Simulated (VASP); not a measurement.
Method: PBEsol GGA, VASP's PBE PAW potentials (set 64) (plane waves; VASP).

Input for VASP

File KPOINTS:
```
Automatic mesh
0
Gamma
7 7 7
0 0 0
```

INCAR:
```
SYSTEM  =  NaCl
PREC  =  Accurate; ENCUT  =  400; LREAL  =  F
LASPH  =  T
EDIFF  =  1E-6; NELM  =  100; ALGO  =  Normal
ISMEAR  =  0; SIGMA  =  0.05
GGA  =  PS
IBRION  =  2; NSW  =  60; ISIF  =  3
EDIFFG  =  -0.01
LWAVE  =  F; LCHARG  =  F
```

File POSCAR:
```
NaCl
1.0
  0.0000000000   2.8200000000   2.8200000000
  2.8200000000   0.0000000000   2.8200000000
  2.8200000000   2.8200000000   0.0000000000
Na Cl
1 1
Direct
  0.0000000000   0.0000000000   0.0000000000
  0.5000000000   0.5000000000   0.5000000000
```

POTCAR, in this order: Na_pv Cl (PBE.64 set). Program: vasp_std.

The resulting files:

**OSZICAR**
```
       N       E                     dE             d eps       ncg     rms          rms(c)
DAV:   1     0.898475204556E+02    0.89848E+02   -0.65753E+03   440   0.108E+03
DAV:   2     0.106883395310E+01   -0.88779E+02   -0.82603E+02   470   0.261E+02
DAV:   3    -0.698382189631E+01   -0.80527E+01   -0.80026E+01   530   0.813E+01
DAV:   4    -0.715715435242E+01   -0.17333E+00   -0.17320E+00   485   0.132E+01
DAV:   5    -0.716125102622E+01   -0.40967E-02   -0.40962E-02   590   0.197E+00    0.188E+00
DAV:   6    -0.700404673000E+01    0.15720E+00   -0.31353E-01   497   0.443E+00    0.136E+00
DAV:   7    -0.699344577379E+01    0.10601E-01   -0.69165E-02   582   0.202E+00    0.907E-01
DAV:   8    -0.699705119836E+01   -0.36054E-02   -0.74382E-03   470   0.972E-01    0.226E-01
DAV:   9    -0.699699174050E+01    0.59458E-04   -0.18464E-04   542   0.129E-01    0.132E-01
DAV:  10    -0.699706759070E+01   -0.75850E-04   -0.24143E-04   464   0.112E-01    0.435E-02
DAV:  11    -0.699705953780E+01    0.80529E-05   -0.17090E-05   521   0.329E-02    0.138E-02
DAV:  12    -0.699705895902E+01    0.57878E-06   -0.31707E-06   470   0.120E-02
   1 F= -.69970590E+01 E0= -.69970590E+01  d E =-.699706E+01
       N       E                     dE             d eps       ncg     rms          rms(c)
DAV:   1    -0.701383957805E+01   -0.16780E-01   -0.33690E-01   494   0.886E+00    0.801E-01
DAV:   2    -0.700124145257E+01    0.12598E-01   -0.21071E-02   494   0.155E+00    0.322E-01
DAV:   3    -0.699907776405E+01    0.21637E-02   -0.50120E-03   497   0.820E-01    0.152E-01
DAV:   4    -0.699886178900E+01    0.21598E-03   -0.14451E-04   641   0.154E-01    0.126E-02
DAV:   5    -0.699885822028E+01    0.35687E-05   -0.15717E-05   503   0.377E-02    0.782E-03
DAV:   6    -0.699885843744E+01   -0.21716E-06   -0.72912E-07   241   0.145E-02
   2 F= -.69988584E+01 E0= -.69988584E+01  d E =-.179948E-02
       N       E                     dE             d eps       ncg     rms          rms(c)
DAV:   1    -0.700616312311E+01   -0.73049E-02   -0.15297E-01   494   0.600E+00    0.538E-01
DAV:   2    -0.700046543320E+01    0.56977E-02   -0.94895E-03   494   0.105E+00    0.216E-01
DAV:   3    -0.699948722331E+01    0.97821E-03   -0.22856E-03   500   0.555E-01    0.102E-01
DAV:   4    -0.699939608923E+01    0.91134E-04   -0.66201E-05   641   0.104E-01    0.838E-03
DAV:   5    -0.699939455516E+01    0.15341E-05   -0.74635E-06   482   0.256E-02    0.537E-03
DAV:   6    -0.699939476601E+01   -0.21085E-06   -0.33665E-07   220   0.977E-03
   3 F= -.69993948E+01 E0= -.69993948E+01  d E =-.233581E-02
       N       E                     dE             d eps       ncg     rms          rms(c)
DAV:   1    -0.700068038036E+01   -0.12858E-02   -0.27845E-02   494   0.257E+00    0.229E-01
DAV:   2    -0.699964084591E+01    0.10395E-02   -0.17192E-03   494   0.446E-01    0.920E-02
DAV:   3    -0.699946643457E+01    0.17441E-03   -0.41604E-04   500   0.237E-01    0.433E-02
DAV:   4    -0.699945426417E+01    0.12170E-04   -0.12100E-05   641   0.442E-02    0.354E-03
DAV:   5    -0.699945404238E+01    0.22179E-06   -0.12706E-06   229   0.110E-02
   4 F= -.69994540E+01 E0= -.69994540E+01  d E =-.239508E-02
```

### OUTCAR
```
------------------------ aborting loop because EDIFF is reached ----------------------------------------
  FORCE on cell =-STRESS in cart. coord.  units (eV):
  Direction    XX          YY          ZZ          XY          YZ          ZX
  --------------------------------------------------------------------------------------
  Total        0.0045112      0.0045112      0.0045112     -0.0000000      0.0000000     -0.0000000
  in kB        0.1653346      0.1653346      0.1653346     -0.0000000      0.0000000     -0.0000000
  external PRESSURE =       0.1653346 kB  Pullay stress =       0.0000000 kB
  volume of cell :       43.72
      direct lattice vectors                 reciprocal lattice vectors
     0.000000000  2.795992762  2.795992762    -0.178827358  0.178827358  0.178827358
     2.795992762  0.000000000  2.795992762     0.178827358 -0.178827358  0.178827358
     2.795992762  2.795992762  0.000000000     0.178827358  0.178827358 -0.178827358
  FREE ENERGIE OF THE ION-ELECTRON SYSTEM (eV)
  ---------------------------------------------------
  free  energy   TOTEN  =        -6.9994540424 eV

  energy  without entropy=       -6.9994540424  energy(sigma->0) =       -6.99945404

 reached required accuracy - stopping structural energy minimisation
```
(Selected blocks of OUTCAR.)

CONTCAR:
```
NaCl
   1.00000000000000
     0.0000000000000000    2.7959927619333578    2.7959927619333578
     2.7959927619333578    0.0000000000000000    2.7959927619333578
     2.7959927619333578    2.7959927619333578    0.0000000000000000
  Na              Cl
     1     1
Direct
     1.0000000000000000    1.0000000000000000    1.0000000000000000
     0.5000000000000000    0.5000000000000000    0.5000000000000000
```

File OUTCAR:
```
 val. band max:       -0.6341729575   @ k =   0.0000   0.0000   0.0000

 cond. band min:       4.3915459908   @ k =   0.0000   0.0000   0.0000


 Fermi energy:        -0.3900930332

 k-point     1 :       0.0000    0.0000    0.0000
  band No.  band energies     occupation
      1     -21.2377      2.00000
      2     -21.2377      2.00000
      3     -21.2377      2.00000
      4     -13.3396      2.00000
      5      -0.6342      2.00000
      6      -0.6342      2.00000
      7      -0.6342      2.00000
      8       4.3915      0.00000
      9      10.3866      0.00000
     10      10.3866      0.00000
     11      10.3866      0.00000

 k-point     2 :       0.1429    0.0000    0.0000
  band No.  band energies     occupation
      1     -21.2438      2.00000
      2     -21.2378      2.00000
      3     -21.2378      2.00000
      4     -13.2727      2.00000
      5      -1.1339      2.00000
      6      -0.6905      2.00000
      7      -0.6905      2.00000
      8       5.0413      0.00000
      9       9.7093      0.00000
     10      10.6321      0.00000
     11      10.6321      0.00000

 k-point     3 :       0.2857    0.0000    0.0000
  band No.  band energies     occupation
      1     -21.2585      2.00000
      2     -21.2388      2.00000
      3     -21.2388      2.00000
      4     -13.1168      2.00000
      5      -2.0191      2.00000
      6      -0.8120      2.00000
      7      -0.8120      2.00000
      8       6.1072      0.00000
      9       9.2864      0.00000
     10      10.6325      0.00000
     11      10.6325      0.00000

 k-point     4 :       0.4286    0.0000    0.0000
  band No.  band energies     occupation
      1     -21.2699      2.00000
      2     -21.2396      2.00000
      3     -21.2396      2.00000
      4     -12.9854      2.00000
      5      -2.6060      2.00000
      6      -0.9048      2.00000
      7      -0.9048      2.00000
      8       6.4680      0.00000
      9       9.8964      0.00000
...
```

Energy and stress use the plane-wave basis of the starting cell.

The compound is NaCl in the rock salt structure. This run relaxes it. Symmetry was kept, so distortions that lower it aren't found.
